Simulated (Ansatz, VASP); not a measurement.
# ZnCdSe4S2 in VASP and in Ansatz

```
Zn Cd Se S
1.0
     5.30263    0.00000    0.00000
     0.00000    5.30263    0.00000
     0.00000    0.00000   10.09031
Zn Cd Se S
1 1 4 2
Direct
  0.00000 0.00000 0.50000
  0.00000 0.00000 0.00000
  0.00000 0.50000 0.00000
  0.50000 0.00000 0.00000
  0.00000 0.00000 0.72091
  0.00000 0.00000 0.27909
  0.50000 0.50000 0.89731
  0.50000 0.50000 0.10269
```

Change from the starting cell: species swapped into the Ba2ScCuO4 type (P4/mmm, No. 123).

Alike in both runs: functional PBE; k mesh 4 × 4 × 2; occupations gaussian, width 0.2 eV; no spin polarisation.

Ansatz relaxed the structure, and its values are those at the end. VASP's run is a single point on that final structure, the one shown.

|  | VASP | Ansatz |
| --- | --- | --- |
| version | VASP 6.6.1 | Ansatz 0.2.0 |
| potentials or method | VASP PAW PBE potentials, release 64 (Zn, Cd, Se, S) | scalar-relativistic, plane waves, PAW |
| plane-wave cutoff (eV) | 520 | 420 |
| valence electrons in the cell | 60 | 108 |

|  | VASP | Ansatz | Ansatz less VASP |
| --- | --- | --- | --- |
| gap on the k mesh at the Fermi level (eV) | none | none | - |
| pressure (GPa) | 0.5 | 0.4 | -0.07 |
| rms of the force components (eV/Å) | 0.033 | 0.004 | -0.0292 |

A gap of «none» marks a metal or a gap that the smearing closes. With one functional, cell and mesh, what is left measures potentials, basis and numerics. The two sets of potentials don't hold the same shells in valence.
